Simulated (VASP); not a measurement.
Input:

```yaml
crystal:
  lattice:
    - [3.24696, 0.00000, 0.00000]
    - [0.00000, 3.24696, 0.00000]
    - [0.00000, 0.00000, 3.24696]
  atoms:
    - { symbol: Pr, position: [0.00000, 0.00000, 0.00000] }
```

The numbers are results of PBEsol GGA, VASP's PBE PAW potentials (set 64) (plane waves; VASP), not measurements. Run with 400 eV cut-off, Gaussian smearing of 0.050 eV, potentials Pr_3.

The 4f electrons are frozen in the core of the lanthanide potential, so 4f levels, which can set the real gap, and their magnetism are missing.

Task: Give the energies of bands 5 to 8 at the high-symmetry points, in eV from the Fermi level.

Result: 
| band | Γ | X | M | R |
|---|---|---|---|---|
| 5 | -3.42 | -1.05 | -2.57 | -1.19 |
| 6 | -1.24 | -0.40 | 0.34 | -1.19 |
| 7 | -1.24 | 1.59 | 3.64 | -1.19 |
| 8 | 6.48 | 2.88 | 3.64 | 5.00 |

It has no gap at this level: it comes out as a metal or semimetal.

The structure was generated: Pr was put into the simple-cubic type (Pm-3m), which need not be its known phase. It was relaxed first, which changed the volume by -11 %.
